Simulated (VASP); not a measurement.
Calculation: PBE GGA, VASP's PBE PAW potentials (set 64) (plane waves; VASP).

The input files of a VASP run:

INCAR:
```
! general
SYSTEM =MoSi2
PREC   =Accurate
ENCUT  =400
LREAL  =.False.
LASPH  =.True.

! electronic loop
EDIFF  =1E-6
NELM   =100
ALGO   =Normal
LMAXMIX=4

! smearing
ISMEAR =1
SIGMA  =0.1

! functional
GGA    =PE

! ions
ISIF   =2

! output
LWAVE  =.False.
LCHARG =.False.
```

File POSCAR:
```
MoSi2
1
   -1.6371000000     1.6371000000     4.0035000000
    1.6371000000    -1.6371000000     4.0035000000
    1.6371000000     1.6371000000    -4.0035000000
Si Mo
2 1
Direct
  0.6650000000   0.6650000000   0.0000000000
  0.3350000000   0.3350000000   0.0000000000
  0.0000000000   0.0000000000   0.0000000000
```

**KPOINTS**
```
K-points
0
Gamma
  10 10 10
0 0 0
```

POTCAR, in this order: Si Mo_sv (PBE.64 set). Program: vasp_std.

The run wrote:

File OUTCAR:
```
 ion  position               nearest neighbor table
   1  0.665  0.665  0.000-   2 2.64   3 2.67   3 2.67   3 2.67   3 2.67   3 2.68   2 2.69   2 2.69
                             2 2.69   2 2.69
   2  0.335  0.335  0.000-   1 2.64   3 2.67   3 2.67   3 2.67   3 2.67   3 2.68   1 2.69   1 2.69
                             1 2.69   1 2.69
   3  0.000  0.000  0.000-   1 2.67   2 2.67   1 2.67   2 2.67   1 2.67   2 2.67   2 2.67   1 2.67
                             1 2.68   2 2.68
  LATTYP: Found a body centered tetragonal cell.
 ALAT       =     3.2742000000
 C/A-ratio  =     2.4454828660
 Subroutine PRICEL returns:
 Original cell was already a primitive cell.
 Subroutine GETGRP returns: Found 16 space group operations
The static configuration has the point symmetry D_4h.
The dynamic configuration has the point symmetry D_4h.
 Subroutine INISYM returns: Found 16 space group operations
 Subroutine IBZKPT returns following result:
 Found    102 irreducible k-points:

 Following reciprocal coordinates:
            Coordinates               Weight
  0.000000  0.000000  0.000000      1.000000
  0.100000 -0.000000  0.000000      8.000000
  0.200000 -0.000000  0.000000      8.000000
  0.300000  0.000000  0.000000      8.000000
  0.400000  0.000000 -0.000000      8.000000
  0.500000  0.000000  0.000000      4.000000
  0.100000  0.100000  0.000000      8.000000
  0.200000  0.100000  0.000000     16.000000
  0.300000  0.100000  0.000000     16.000000
  0.400000  0.100000  0.000000     16.000000
  0.500000  0.100000 -0.000000     16.000000
 -0.400000  0.100000  0.000000     16.000000
 -0.300000  0.100000 -0.000000     16.000000
 -0.200000  0.100000 -0.000000     16.000000
 -0.100000  0.100000  0.000000      4.000000
  0.200000  0.200000  0.000000      8.000000
  0.300000  0.200000  0.000000     16.000000
  0.400000  0.200000  0.000000     16.000000
  0.500000  0.200000 -0.000000     16.000000
...
```

### OSZICAR
```
       N       E                     dE             d eps       ncg     rms          rms(c)
DAV:   1     0.959713357931E+02    0.95971E+02   -0.98729E+03  3148   0.113E+03
DAV:   2    -0.217234232636E+02   -0.11769E+03   -0.11610E+03  3795   0.293E+02
DAV:   3    -0.241424643957E+02   -0.24190E+01   -0.23708E+01  4131   0.379E+01
DAV:   4    -0.241540628105E+02   -0.11598E-01   -0.11538E-01  3487   0.308E+00
DAV:   5    -0.241541648128E+02   -0.10200E-03   -0.10199E-03  4089   0.261E-01    0.185E+01
DAV:   6    -0.234010164329E+02    0.75315E+00   -0.90020E+00  3515   0.195E+01    0.397E+00
DAV:   7    -0.232273247933E+02    0.17369E+00   -0.14904E+00  3442   0.755E+00    0.380E+00
DAV:   8    -0.231926101717E+02    0.34715E-01   -0.12254E-01  3606   0.287E+00    0.439E-01
DAV:   9    -0.231919271123E+02    0.68306E-03   -0.28366E-03  3971   0.438E-01    0.258E-01
DAV:  10    -0.231918778703E+02    0.49242E-04   -0.89452E-04  3599   0.270E-01    0.538E-02
DAV:  11    -0.231918631293E+02    0.14741E-04   -0.27208E-04  3579   0.127E-01    0.372E-02
DAV:  12    -0.231918586976E+02    0.44317E-05   -0.22263E-05  3586   0.329E-02    0.102E-02
DAV:  13    -0.231918582248E+02    0.47282E-06   -0.14626E-06  2206   0.719E-03
   1 F= -.23191858E+02 E0= -.23191851E+02  d E =-.203572E-04
```

### OUTCAR
```
------------------------ aborting loop because EDIFF is reached ----------------------------------------
  FORCE on cell =-STRESS in cart. coord.  units (eV):
  Direction    XX          YY          ZZ          XY          YZ          ZX
  --------------------------------------------------------------------------------------
  Total       -2.5334902     -2.5334902     -2.8604661      0.0000000     -0.0000000     -0.0000000
  in kB      -94.5757014    -94.5757014   -106.7817788      0.0000000     -0.0000000     -0.0000000
  external PRESSURE =     -98.6443939 kB  Pullay stress =       0.0000000 kB
  volume of cell :       42.92
      direct lattice vectors                 reciprocal lattice vectors
    -1.637100000  1.637100000  4.003500000     0.000000000  0.305418117  0.124890721
     1.637100000 -1.637100000  4.003500000     0.305418117  0.000000000  0.124890721
     1.637100000  1.637100000 -4.003500000     0.305418117  0.305418117  0.000000000
 POSITION                                       TOTAL-FORCE (eV/Angst)
 -----------------------------------------------------------------------------------
      0.00000      0.00000      5.32465        -0.000000     -0.000000     -0.153807
      0.00000      0.00000      2.68235         0.000000      0.000000      0.153807
      0.00000      0.00000      0.00000         0.000000      0.000000      0.000000
 -----------------------------------------------------------------------------------
    total drift:                                0.000000      0.000000     -0.000000
  FREE ENERGIE OF THE ION-ELECTRON SYSTEM (eV)
  ---------------------------------------------------
  free  energy   TOTEN  =       -23.1918582248 eV

  energy  without entropy=      -23.1918378676  energy(sigma->0) =      -23.19185144
```
(Selected blocks of OUTCAR.)

The compound is MoSi2 in the MoSi2 type structure. The cell was not relaxed at this level.
